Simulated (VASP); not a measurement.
Input of a VASP 6.6.1 run:

Contents of INCAR:

```
SYSTEM = TeS2
  PREC = Accurate
  ENCUT = 520
  EDIFF = 1E-7
  ISMEAR = -1
  SIGMA = 0.05
  LREAL = .False.
  LASPH = .True.
  NELM = 60
  ALGO = Normal
  ISIF = 2
  LWAVE = .False.
  LCHARG = .False.
  GGA = PE
  NBANDS = 16
```

The input KPOINTS:

```
regular mesh
0
Gamma
  7 7 7
  0 0 0
```

The input POSCAR:

```
TeS2
1.0
    0.0000000000      3.2771500000      3.2771500000
    3.2771500000      0.0000000000      3.2771500000
    3.2771500000      3.2771500000      0.0000000000
Te S
1 2
Direct
   -0.0040160000      0.0101010000     -0.0125290000
    0.7446130000      0.7612410000      0.7563160000
    0.2596510000      0.2420390000      0.2516780000
```

Potentials or basis: VASP PAW PBE potentials, release 64 (Te, S).

The run is started by

```bash
$ cat potpaw_PBE.64/Te/POTCAR potpaw_PBE.64/S/POTCAR > POTCAR
$ mpirun -np 1 vasp_std > vasp.out
```

Task: Predict the pressure.

Result: 0.1 GPa.

Task: Estimate the band gap on the k mesh.

Result: None (metal or under the smearing width).

Task: Predict the largest force.

Result: 0.193 eV/Å.

Forces on the atoms (eV/Å):
```
Te   0.005  0.019 -0.012
S   -0.177  0.065 -0.009
S    0.172 -0.084  0.021
```

Spin-orbit coupling is left out, which matters for the levels of Te.
